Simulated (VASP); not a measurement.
Given:

```xyz
2
Lattice="0.0000 2.8102 2.8102 2.8102 0.0000 2.8102 2.8102 2.8102 0.0000" Properties=species:S:1:pos:R:3 pbc="T T T"
Be     2.8102     2.8102     5.6204
Te     1.4051     1.4051     1.4051
```

The numbers are results of MS2 meta-GGA, VASP's PBE PAW potentials (set 64) (plane waves; VASP 6.6.1), not measurements. Numerical set-up: 520 eV cut-off, 9×9×9 Γ-centred mesh, tetrahedra with Blöchl corrections, potentials Be Te.

Unless said otherwise, spin-orbit coupling is left out, though it shifts the bands of the heavy elements here.

Q: Give the energies of bands 2 to 7 at the high-symmetry points, in eV from the valence-band maximum.

A: 
```
band     Γ      X      U      L      W
----  ----  -----  -----  -----  -----
2     0.00  -5.22  -4.86  -5.62  -4.69
3     0.00  -2.64  -3.89  -1.13  -3.70
4     0.00  -2.64  -2.23  -1.13  -3.20
5     4.08   2.30   3.02   3.57   5.52
6     4.08   2.91   5.62   5.04   5.79
7     4.08  10.56   8.57   5.04   6.25
```

The gap is indirect, 2.30 eV, from the valence maximum at Γ to the conduction minimum at X.

Measured: gap 2.80 eV (computed value off by -0.50 eV), as given by Das et al., (2018), arXiv:1807.05623.

The compound is BeTe in the zinc blende structure. It was relaxed first.
